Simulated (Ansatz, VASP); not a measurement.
## Cross-check of Ru ((10-13) twin boundary in hcp Ru) between VASP and Ansatz

One calculation is typed for both programs; each brings its own data sets. How far apart do they land? Of the first pair: The structure shown is the start of the Ansatz relaxation below; VASP solves that cell, so the two are compared at the walk's first step.

Main program and level: Ansatz 0.2.0; plane waves, with VASP 6.6.1 beside it; single point at PBE.

**1. The starting structure**

The cell holds 70 atoms: 70 Ru. Cell: a = 9.201 Å, b = 5.430 Å, c = 22.213 Å, α = 90.0°, β = 90.0°, γ = 63.7°. It derives from Ru. Two grains of Ru, one the mirror image of the other in the boundary plane, two boundaries a cell; of 6 trial joints (lateral shifts, openings, close atoms taken out) the lowest after a short relaxation with the MACE-MP-0b2 potential was kept (shift [0, 0] of the surface cell, opening 0.00 A, one of each pair under 1.88 A removed), then its atoms and the cell's length along the normal were relaxed with that potential. Lattice constants are starting values near those of PBE. The structure's axis is c.

**2. Ansatz: relaxation, PBE**

Ansatz runs on its default PAW (the set named soft_2) files.

The two programs are compared at the cell with which this relaxation starts, whose forces are those of its first step.

input.yaml

```yaml
crystal:
  lattice:
    - [9.20106, 0.0, 0.0]
    - [2.40338, 4.86915, 0.0]
    - [0.0, 0.0, 22.21325]
  atoms:
    - { symbol: Ru, position: [0.23123, 0.07658, 0.99978] }
    - { symbol: Ru, position: [0.93426, 0.29931, 0.05257] }
    - { symbol: Ru, position: [0.49084, 0.13187, 0.05487] }
    - { symbol: Ru, position: [0.18379, 0.36216, 0.10185] }
    - { symbol: Ru, position: [0.72212, 0.20841, 0.11286] }
    - { symbol: Ru, position: [0.43049, 0.42714, 0.15729] }
    - { symbol: Ru, position: [0.97191, 0.27107, 0.17153] }
    - { symbol: Ru, position: [0.67414, 0.4944, 0.21536] }
    - { symbol: Ru, position: [0.21808, 0.33644, 0.22263] }
    - { symbol: Ru, position: [0.92123, 0.05908, 0.27235] }
    - { symbol: Ru, position: [0.46213, 0.40341, 0.27945] }
    - { symbol: Ru, position: [0.16626, 0.12531, 0.32389] }
    - { symbol: Ru, position: [0.70857, 0.46857, 0.33656] }
    - { symbol: Ru, position: [0.41344, 0.18992, 0.38034] }
    - { symbol: Ru, position: [0.95494, 0.0338, 0.39319] }
    - { symbol: Ru, position: [0.66336, 0.25248, 0.4386] }
    - { symbol: Ru, position: [0.197, 0.10225, 0.44343] }
    - { symbol: Ru, position: [0.90751, 0.31937, 0.49951] }
    - { symbol: Ru, position: [0.44269, 0.16798, 0.49986] }
    - { symbol: Ru, position: [0.93401, 0.29949, 0.94701] }
    - { symbol: Ru, position: [0.49047, 0.13215, 0.94444] }
    - { symbol: Ru, position: [0.18358, 0.36232, 0.89775] }
    - { symbol: Ru, position: [0.72216, 0.20838, 0.88654] }
    - { symbol: Ru, position: [0.43034, 0.42724, 0.84219] }
    - { symbol: Ru, position: [0.97193, 0.27105, 0.8281] }
    - { symbol: Ru, position: [0.6743, 0.49428, 0.7841] }
    - { symbol: Ru, position: [0.21786, 0.3366, 0.7769] }
    - { symbol: Ru, position: [0.92142, 0.05894, 0.72709] }
    - { symbol: Ru, position: [0.46205, 0.40346, 0.72002] }
    - { symbol: Ru, position: [0.16606, 0.12545, 0.67563] }
    - { symbol: Ru, position: [0.70888, 0.46834, 0.6629] }
    - { symbol: Ru, position: [0.41342, 0.18993, 0.61906] }
    - { symbol: Ru, position: [0.95503, 0.03373, 0.60602] }
    - { symbol: Ru, position: [0.66347, 0.2524, 0.56079] }
    - { symbol: Ru, position: [0.19687, 0.10235, 0.55597] }
    - { symbol: Ru, position: [0.23123, 0.57658, 0.99978] }
    - { symbol: Ru, position: [0.93426, 0.79931, 0.05257] }
    - { symbol: Ru, position: [0.49084, 0.63187, 0.05487] }
    - { symbol: Ru, position: [0.18379, 0.86216, 0.10185] }
    - { symbol: Ru, position: [0.72212, 0.70841, 0.11286] }
    - { symbol: Ru, position: [0.43049, 0.92714, 0.15729] }
    - { symbol: Ru, position: [0.97191, 0.77107, 0.17153] }
    - { symbol: Ru, position: [0.67414, 0.9944, 0.21536] }
    - { symbol: Ru, position: [0.21808, 0.83644, 0.22263] }
    - { symbol: Ru, position: [0.92123, 0.55908, 0.27235] }
    - { symbol: Ru, position: [0.46213, 0.90341, 0.27945] }
    - { symbol: Ru, position: [0.16626, 0.62531, 0.32389] }
    - { symbol: Ru, position: [0.70857, 0.96857, 0.33656] }
    - { symbol: Ru, position: [0.41344, 0.68992, 0.38034] }
    - { symbol: Ru, position: [0.95493, 0.5338, 0.39319] }
    - { symbol: Ru, position: [0.66336, 0.75248, 0.4386] }
    - { symbol: Ru, position: [0.197, 0.60225, 0.44343] }
    - { symbol: Ru, position: [0.90751, 0.81937, 0.49951] }
    - { symbol: Ru, position: [0.44269, 0.66798, 0.49986] }
    - { symbol: Ru, position: [0.93401, 0.79949, 0.94701] }
    - { symbol: Ru, position: [0.49047, 0.63215, 0.94444] }
    - { symbol: Ru, position: [0.18358, 0.86232, 0.89775] }
    - { symbol: Ru, position: [0.72216, 0.70838, 0.88654] }
    - { symbol: Ru, position: [0.43034, 0.92724, 0.84219] }
    - { symbol: Ru, position: [0.97193, 0.77105, 0.8281] }
    - { symbol: Ru, position: [0.6743, 0.99428, 0.7841] }
    - { symbol: Ru, position: [0.21786, 0.8366, 0.7769] }
    - { symbol: Ru, position: [0.92142, 0.55894, 0.72709] }
    - { symbol: Ru, position: [0.46205, 0.90346, 0.72002] }
    - { symbol: Ru, position: [0.16606, 0.62545, 0.67563] }
    - { symbol: Ru, position: [0.70888, 0.96834, 0.6629] }
    - { symbol: Ru, position: [0.41342, 0.68993, 0.61906] }
    - { symbol: Ru, position: [0.95503, 0.53373, 0.60602] }
    - { symbol: Ru, position: [0.66347, 0.7524, 0.56079] }
    - { symbol: Ru, position: [0.19687, 0.60235, 0.55597] }
kpoints:
  mp_grid: { grid: [2, 3, 1] }
hamiltonian:
  xc: pbe
scf:
  occupations: { method: fermi_dirac, width: 0.1 }
output:
  forces: true
relax:
  f_tol: 0.05
  max_steps: 150
```

Started as:

```
$ ansatz run input.yaml --threads 6 --pin off --max-ram 102400MiB --backend cuda --events-out ev --progress --plain --runs-dir out
```

Numbers of over 12 decimals in the logs are rounded to 6 here.

Output:

```text
Warning: the atoms were moved onto the symmetric positions of the space group found under crystal.symmetry.tolerance 1.0e-5 (fractional; no operation is sought that the atoms, as they stand in a round, miss by more than twice it, and no atom is moved by as much as it), and the run uses the moved positions. Before a round's move an operation carried an atom to 9.20e-5 Å from where it should land, the largest such dist [...]
Engine: ansatz 0.2.0, x86_64-unknown-linux-gnu
Pseudopotentials: kind: paw
Pseudopotential: Ru, paw, valence charge 16, recommended cutoff 420 eV (normal), Ru.paw.azcp
Functional definition: PBE
  parameter kappa = 0.804
  parameter beta = 0.066725
  exchange = pbe_x(kappa = kappa, mu = beta*pi^2/3)
  correlation = pbe_c(beta = beta)
device memory: the entry about to start is reckoned to put 19.1 GiB on a device that reports 78.0 GiB free
GPU FFT provider: cuFFT
GPU libraries: cuBLAS 13.8.2, cuFFT 12.4.0, cuSOLVER 12.3.4
Crystal: 70 atoms, lattice volume = 995.183 Å³
Basis set: ecut = 420 eV, 19417 PW (Γ), exchange–correlation on 128×80×300 points (8 copies of the dense FFT grid, shifted against one another)
Bands: 672, of which v1, the nominal top of the filled ones, is band 560 counted from 1 (559 counted from 0)
Symmetry: 2 space group operations
Space group: Cm (ITA 8), of the structure as read, at distance tolerance 1.0e-4 Å
k-points: 4 of 6 (time reversal used)
Non-local potential: Ru, projectors of the file, l = 0: 3, l = 1: 2, l = 2: 2, l = 3: 1
PAW form: soft (Blöchl's): semilocal exchange-correlation on the pseudo side does not see the compensation charge
PAW one-centre angular grid: Ru, 590 points (default); XC on 64 Gauss nodes
[...]
atom  18  Ru    -0.00239454     0.00118364    -0.00122495
  atom  19  Ru    -0.01990673     0.00982422     0.00075529
  atom  20  Ru     0.00140384    -0.00068172    -0.01408782
  atom  21  Ru     0.01382375    -0.00682297     0.01301390
  atom  22  Ru    -0.02206732     0.01087146    -0.00481080
  atom  23  Ru     0.00476786    -0.00235318     0.01120629
  atom  24  Ru     0.01800686    -0.00887987     0.00886771
  atom  25  Ru     0.00792037    -0.00389024    -0.00016209
  atom  26  Ru     0.00522623    -0.00259339    -0.00340088
  atom  27  Ru    -0.01976533     0.00975728     0.00108614
  atom  28  Ru    -0.00904156     0.00444339     0.00680854
  atom  29  Ru    -0.00775396     0.00383029    -0.00445299
  atom  30  Ru    -0.01517947     0.00750581    -0.00309658
  atom  31  Ru     0.01478542    -0.00728810    -0.00199981
  atom  32  Ru     0.01871597    -0.00921844    -0.00383210
  atom  33  Ru    -0.00261984     0.00129057    -0.00431107
  atom  34  Ru    -0.00436429     0.00213638    -0.00615218
  atom  35  Ru    -0.00058583     0.00028823    -0.02349090
  atom  36  Ru     0.01513298    -0.00747589     0.00055235
  atom  37  Ru     0.00220520    -0.00109947     0.01280392
  atom  38  Ru     0.01328656    -0.00654982    -0.01119847
  atom  39  Ru    -0.02040048     0.01007869     0.00447053
  atom  40  Ru     0.00381154    -0.00188485    -0.01117480
  atom  41  Ru     0.01745754    -0.00862821    -0.00803460
[...]
atom  63  Ru    -0.00904156     0.00444339     0.00680854
  atom  64  Ru    -0.00775396     0.00383029    -0.00445299
  atom  65  Ru    -0.01517947     0.00750581    -0.00309658
  atom  66  Ru     0.01478542    -0.00728810    -0.00199981
  atom  67  Ru     0.01871597    -0.00921844    -0.00383210
  atom  68  Ru    -0.00261984     0.00129057    -0.00431107
  atom  69  Ru    -0.00436429     0.00213638    -0.00615218
  atom  70  Ru    -0.00058583     0.00028823    -0.02349090
  max |Σ_I F_I| component: 3.38e-6 eV/Å
--- Relaxed structure (5 steps of the walk, 5 accepted, 0 SCFs on fresh bases) ---
  F+E_penalty+E_count = -411501.16028257 eV   max|allowed force component| = 2.349e-2 eV/Å
  atoms:
    - { symbol: Ru, position: [0.254101, 0.059425, 0.999720] }
    - { symbol: Ru, position: [0.941071, 0.294199, 0.051868] }
    - { symbol: Ru, position: [0.485893, 0.135582, 0.059516] }
    - { symbol: Ru, position: [0.187450, 0.359414, 0.101496] }
    - { symbol: Ru, position: [0.727381, 0.204466, 0.113260] }
    - { symbol: Ru, position: [0.432975, 0.425271, 0.159430] }
    - { symbol: Ru, position: [0.975119, 0.268662, 0.172052] }
    - { symbol: Ru, position: [0.676955, 0.492285, 0.214876] }
    - { symbol: Ru, position: [0.218465, 0.336152, 0.223658] }
    - { symbol: Ru, position: [0.919803, 0.060149, 0.272066] }
    - { symbol: Ru, position: [0.463820, 0.402137, 0.279116] }
    - { symbol: Ru, position: [0.162944, 0.127793, 0.324304] }
    - { symbol: Ru, position: [0.704840, 0.471371, 0.336848] }
    - { symbol: Ru, position: [0.407838, 0.194123, 0.380045] }
    - { symbol: Ru, position: [0.951349, 0.036489, 0.394292] }
    - { symbol: Ru, position: [0.658426, 0.256182, 0.438950] }
    - { symbol: Ru, position: [0.196940, 0.102296, 0.442228] }
    - { symbol: Ru, position: [0.894679, 0.328992, 0.499737] }
    - { symbol: Ru, position: [0.434323, 0.174259, 0.499728] }
    - { symbol: Ru, position: [0.941097, 0.294178, 0.947585] }
    - { symbol: Ru, position: [0.485903, 0.135573, 0.939924] }
    - { symbol: Ru, position: [0.187481, 0.359390, 0.897951] }
    - { symbol: Ru, position: [0.727398, 0.204452, 0.886189] }
    - { symbol: Ru, position: [0.432992, 0.425257, 0.840015] }
[...]
- { symbol: Ru, position: [0.919821, 0.560135, 0.727386] }
    - { symbol: Ru, position: [0.463834, 0.902125, 0.720336] }
    - { symbol: Ru, position: [0.162953, 0.627785, 0.675148] }
    - { symbol: Ru, position: [0.704836, 0.971374, 0.662606] }
    - { symbol: Ru, position: [0.407846, 0.694116, 0.619418] }
    - { symbol: Ru, position: [0.951341, 0.536495, 0.605171] }
    - { symbol: Ru, position: [0.658428, 0.756180, 0.560513] }
    - { symbol: Ru, position: [0.196929, 0.602304, 0.557236] }
```

**3. VASP: single point, PBE, start cell, pair 1**

The same cell, functional, mesh and smearing now go to VASP, with its own data sets.

Lines of VASP's logs that name or quote its potential files are left out, and so is its time.

INCAR

```
SYSTEM = Ru
PREC = Accurate
ENCUT = 400
EDIFF = 1E-06
NELM = 120
ISMEAR = -1
SIGMA = 0.1
LREAL = Auto
ALGO = Normal
GGA = PE
NBANDS = 568
LASPH = .TRUE.
LORBIT = 11
LWAVE = .FALSE.
LCHARG = .FALSE.
ISIF = 2
GGA_COMPAT = .FALSE.
KPAR = 4
```

POSCAR

```
Ru
1.0
    9.2010600000      0.0000000000      0.0000000000
    2.4033800000      4.8691500000      0.0000000000
    0.0000000000      0.0000000000     22.2132500000
Ru
70
Direct
    0.2312276025      0.0765842087      0.9997816618
    0.9342550825      0.2993130218      0.0525722260
    0.4908416767      0.1318710658      0.0548681530
    0.1837937703      0.3621576661      0.1018491216
    0.7221234815      0.2084141996      0.1128605675
    0.4304856806      0.4271382069      0.1572890054
    0.9719104270      0.2710740068      0.1715282545
    0.6741367580      0.4943984063      0.2153579508
    0.2180830681      0.3364447594      0.2226283862
    0.9212300753      0.0590862882      0.2723509617
    0.4621244299      0.4034174343      0.2794503281
    0.1662535996      0.1253196143      0.3238877697
    0.7085669260      0.4685622747      0.3365603863
    0.4134386952      0.1899099432      0.3803405625
    0.9549285122      0.0338046682      0.3931887500
    0.6633557819      0.2524876005      0.4385985842
    0.1970033754      0.1022560406      0.4434290345
    0.9075055483      0.3193781255      0.4995081764
    0.4426870392      0.1679759301      0.4998593182
    0.9340111722      0.2994978590      0.9470113558
    0.4904731289      0.1321585903      0.9444408180
    0.1835769611      0.3623219658      0.8977479657
    0.7221668155      0.2083731247      0.8865384399
    0.4303393065      0.4272408942      0.8421910346
    0.9719266599      0.2710534693      0.8281003455
    0.6742993649      0.4942751815      0.7840995802
    0.2178553905      0.3366090591      0.7769011738
    0.9214197834      0.0589425259      0.7270885620
    0.4620484910      0.4034585092      0.7200207084
    0.1660583878      0.1254428391      0.6756282849
    0.7088759070      0.4683363626      0.6629016465
    0.4134224623      0.1899304807      0.6190584448
    0.9550369168      0.0337225183      0.6060211811
    0.6634641865      0.2524054506      0.5607914195
    0.1968678696      0.1023587279      0.5559699729
    0.2312273482      0.5765893431      0.9997816618
    0.9342548282      0.7993181561      0.0525722260
    0.4908414224      0.6318762002      0.0548681530
    0.1837935160      0.8621628005      0.1018491216
    0.7221123589      0.7084193340      0.1128605675
    0.4304854263      0.9271433412      0.1572890054
    0.9719101727      0.7710791411      0.1715282545
    0.6741365037      0.9944035407      0.2153579508
    0.2180719455      0.8364498937      0.2226283862
    0.9212351855      0.5590708851      0.2723509617
    0.4621295401      0.9034020312      0.2794503281
    0.1662587099      0.6253042112      0.3238877697
    0.7085666717      0.9685674091      0.3365603863
    0.4134384409      0.6899150776      0.3803405625
    0.9549282579      0.5338098025      0.3931887500
    0.6633608921      0.7524721974      0.4385985842
    0.1969976173      0.6022406375      0.4434290345
    0.9075106586      0.8193627224      0.4995081764
    0.4426867849      0.6679810645      0.4998593182
    0.9340162824      0.7994824559      0.9470113558
    0.4904673708      0.6321431872      0.9444408180
    0.1835767068      0.8623271002      0.8977479657
    0.7221556929      0.7083782590      0.8865384399
    0.4303390522      0.9272460286      0.8421910346
    0.9719264056      0.7710586037      0.8281003455
    0.6742991106      0.9942803159      0.7840995802
    0.2178605008      0.8365936560      0.7769011738
    0.9214195291      0.5589476603      0.7270885620
    0.4620482367      0.9034636436      0.7200207084
    0.1660581335      0.6254479735      0.6756282849
    0.7088756527      0.9683414970      0.6629016465
    0.4134222080      0.6899356150      0.6190584448
    0.9550257942      0.5337276527      0.6060211811
    0.6634692967      0.7523900475      0.5607914195
    0.1968729799      0.6023433248      0.5559699729
```

KPOINTS

```
Automatic mesh
0
Gamma
2 3 1
0 0 0
```

The projector-augmented-wave data sets are Ru_pv (PBE family, release 64).

Started as:

```
$ mpirun -np 8 vasp_std
```

Output:

```text
[banner, memory and clock lines left out]
running    8 mpi-ranks, on    1 nodes
[...]
|                                                                             |
|           W    W    AA    RRRRR   N    N  II  N    N   GGGG   !!!           |
|           W    W   A  A   R    R  NN   N  II  NN   N  G    G  !!!           |
|           W    W  A    A  R    R  N N  N  II  N N  N  G       !!!           |
|           W WW W  AAAAAA  RRRRR   N  N N  II  N  N N  G  GGG   !            |
|           WW  WW  A    A  R   R   N   NN  II  N   NN  G    G                |
|           W    W  A    A  R    R  N    N  II  N    N   GGGG   !!!           |
|                                                                             |
|     For optimal performance we recommend to set                             |
|       NCORE = 2 up to number-of-cores-per-socket                            |
|     NCORE specifies how many cores store one orbital (NPAR=cpu/NCORE).      |
|     This setting can greatly improve the performance of VASP for DFT.       |
[...]
|                                                                             |
|        The reciprocal lattice is simple monoclinic,                         |
|        whereas your k-lattice is base centered orthorhombic.                |
|                                                                             |
|     Results are often still useful ...                                      |
|                                                                             |

 POSCAR, INCAR and KPOINTS ok, starting setup
[...]
entering main loop
       N       E                     dE             d eps       ncg     rms          rms(c)
DAV:   1     0.118657666721E+05    0.11866E+05   -0.50843E+05  4736   0.159E+03
DAV:   2    -0.327810424940E+02   -0.11899E+05   -0.11592E+05  4632   0.552E+02
DAV:   3    -0.642251254273E+03   -0.60947E+03   -0.56965E+03  6024   0.113E+02
DAV:   4    -0.683377877223E+03   -0.41127E+02   -0.39588E+02  5776   0.213E+01
[...]
DAV:  30    -0.638713365462E+03    0.24932E-05   -0.12452E-05  5032   0.982E-03    0.150E-02
DAV:  31    -0.638713366685E+03   -0.12229E-05   -0.21031E-06  3272   0.476E-03    0.111E-02
DAV:  32    -0.638713366827E+03   -0.14226E-06   -0.68213E-07  2872   0.352E-03
   1 F= -.63871337E+03 E0= -.63759820E+03  d E =-.223033E+01
```

Parts of OUTCAR (step 3):

```text
 POSITION                                       TOTAL-FORCE (eV/Angst)
 -----------------------------------------------------------------------------------
      2.31160      0.37290     22.20840         0.963165     -0.474587     -0.000067
      9.31550      1.45740      1.16780         0.021136     -0.010597     -0.183007
      4.83320      0.64210      1.21880        -0.471217      0.232154      0.606429
      2.56150      1.76340      2.26240         0.039374     -0.019436     -0.034284
      7.14520      1.01480      2.50700         0.099824     -0.048042      0.122161
      4.98750      2.07980      3.49390        -0.025521      0.013746      0.204637
      9.59410      1.31990      3.81020         0.111793     -0.056146      0.108176
      7.39100      2.40730      4.78380         0.060554     -0.031065     -0.160392
      2.81520      1.63820      4.94530        -0.000247     -0.000816      0.167770
      8.61830      0.28770      6.04980        -0.015433      0.006380     -0.267354
      5.22160      1.96430      6.20750         0.135726     -0.069997     -0.158066
      1.83090      0.61020      7.19460        -0.096081      0.048192      0.058244
      7.64570      2.28150      7.47610        -0.165227      0.083299     -0.030886
      4.26050      0.92470      8.44860        -0.268564      0.133615      0.057594
[...]
-----------------------------------------------------------------------------------
    total drift:                               -0.001733     -0.016333      0.000629

  FREE ENERGIE OF THE ION-ELECTRON SYSTEM (eV)
  ---------------------------------------------------
  free  energy   TOTEN  =      -638.7133668273 eV

  energy  without entropy=     -636.4830381454  energy(sigma->0) =     -637.59820249
```

The run ends at a pressure of -3.42 GPa, with forces up to 1.1 eV/Å.

**4. Side by side**

Known differences besides the potentials themselves: the data sets hold 1120 valence electrons in Ansatz (on its default PAW (the set named soft_2) files) and 980 in VASP; the cutoff is 420 eV in Ansatz and 400 eV in VASP (PREC = Accurate, projectors in real space). Total energies have different zeros and are not compared.

Forces on 10 of the 70 atoms, those with the largest forces and the largest differences (eV/Å; atoms numbered as in POSCAR):

```csv
atom,"Ansatz x, y, z","VASP x, y, z"
Ru1,"0.961, -0.474, 0.000","0.963, -0.475, 0.000"
Ru3,"-0.469, 0.232, 0.590","-0.471, 0.232, 0.606"
Ru20,"0.026, -0.013, 0.223","0.027, -0.014, 0.178"
Ru21,"-0.455, 0.225, -0.565","-0.458, 0.224, -0.580"
Ru36,"0.961, -0.474, 0.000","0.963, -0.475, 0.000"
Ru37,"0.019, -0.010, -0.226","0.021, -0.011, -0.183"
Ru38,"-0.469, 0.232, 0.590","-0.471, 0.232, 0.607"
Ru53,"-0.646, 0.319, 0.022","-0.646, 0.319, 0.021"
Ru55,"0.026, -0.013, 0.223","0.026, -0.014, 0.178"
Ru56,"-0.455, 0.225, -0.565","-0.457, 0.225, -0.580"
```

The forces differ by 6.6 meV/Å r.m.s., which is 3.1 % of the r.m.s. force of 0.211 eV/Å (both taken over all components).

(Part 1 of 2 ends here.)

[Lines on the potential files, build, host, timing and source positions are cut from VASP's logs without a mark.]

[Logs are printed without paths, hosts, clocks, repeated set-up lines and the standing remarks that a program may print on its own settings, such as how far it seeks lower states.]

[Hosts, paths, dates, database ids (printed as entryN), source tags and the programs' standing remarks are cut or masked in the printed files.]
